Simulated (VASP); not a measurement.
A convergence study with VASP on TlCl (CsCl type): a few settings are varied, all else stays as given below, so the limit is that of these other settings.

```
CELL_PARAMETERS angstrom
      3.84000     0.00000     0.00000
      0.00000     3.84000     0.00000
      0.00000     0.00000     3.84000
ATOMIC_POSITIONS crystal
  Tl 0.00000 0.00000 0.00000
  Cl 0.50000 0.50000 0.50000
```

All values below come from HSE06 screened hybrid, VASP's PBE PAW potentials (set 64) (plane waves; VASP 6.6.1). The last row used: 520 eV cut-off, 4×4×4 Γ-centred mesh, Gaussian smearing of 0.050 eV, potentials Tl_d Cl.

Gaps are read on the run's mesh, which can miss a band edge.

| setting | E (eV/atom) | pressure (GPa) | gap on the mesh (eV) | electronic steps |
|---|---|---|---|---|
| ENCUT = 300, PRECFOCK = Fast | ? | ? | 2.875 | 17 |
| ENCUT = 520, PRECFOCK = Fast | ? | ? | 2.874 | 17 |
| ENCUT = 300, PRECFOCK = Normal | -3.5895 | 0.34 | 2.875 | 18 |
| ENCUT = 400, PRECFOCK = Normal | -3.5926 | 0.80 | 2.873 | 17 |
| ENCUT = 520, PRECFOCK = Normal | -3.5923 | 0.84 | 2.874 | 17 |
| ENCUT = 300, PRECFOCK = Accurate | -3.5895 | 0.34 | 2.875 | 18 |
| ENCUT = 400, PRECFOCK = Accurate | -3.5926 | 0.80 | 2.873 | 17 |
| ENCUT = 520, PRECFOCK = Accurate | -3.5923 | 0.84 | 2.874 | 17 |

Task: Some entries are withheld; supply them.

Result: 
- ENCUT = 300, PRECFOCK = Fast, E (eV/atom): -3.5888
- ENCUT = 300, PRECFOCK = Fast, pressure (GPa): 0.32
- ENCUT = 520, PRECFOCK = Fast, E (eV/atom): -3.5927
- ENCUT = 520, PRECFOCK = Fast, pressure (GPa): 0.85

Left out are rungs that failed or repeat a setting and relaxations that didn't move; long series are thinned to 24 rows.

The compound is TlCl in the CsCl type structure. The cell was not relaxed at this level.
